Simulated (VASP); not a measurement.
Method: PW91 GGA, VASP's PBE PAW potentials (set 64) (plane waves; VASP).

Input for VASP

**INCAR**
```
LASPH = .True.   # aspherical one-centre terms
LCHARG = .True.
PREC = Accurate
ENCUT = 520
ALGO = Normal   # blocked Davidson
GGA = 91   # PW91
LMAXMIX = 4   # l cut-off of mixed one-centre charges
LORBIT = 11   # lm-projected
LWAVE = .False.
NELM = 100   # most electronic steps
ISMEAR = -5   # tetrahedra, Bloechl
LREAL = .False.
EDIFF = 1E-7
SYSTEM = Ti
ISIF = 2   # forces and stress, cell fixed
NEDOS = 601   # DOS grid
```

File POSCAR:
```
Ti
2.9308660
  0.5000000151  -0.8660254496   0.0000000000
  0.5000000151   0.8660254496   0.0000000000
  0.0000000000   0.0000000000   1.5855236622
Ti
2
Cart
  0.5000000151   0.2886757272   0.3963809155
  0.5000000151  -0.2886757272   1.1891427466
```

**KPOINTS**
```
Automatic mesh
0
Gamma
16 16 9
0 0 0
```

POTCAR, in this order: Ti_sv (PBE.64 set). Program: vasp_std.

What will the output report for the number of irreducible k-points (NKPTS), largest plane-wave count, number of space-group operations, FFT grid (NGX, NGY, NGZ)?

- number of irreducible k-points (NKPTS): 150
- largest plane-wave count: 965
- number of space-group operations: 24
- FFT grid (NGX, NGY, NGZ): 24 × 24 × 36

The compound is Ti in the hcp structure. It was relaxed first.
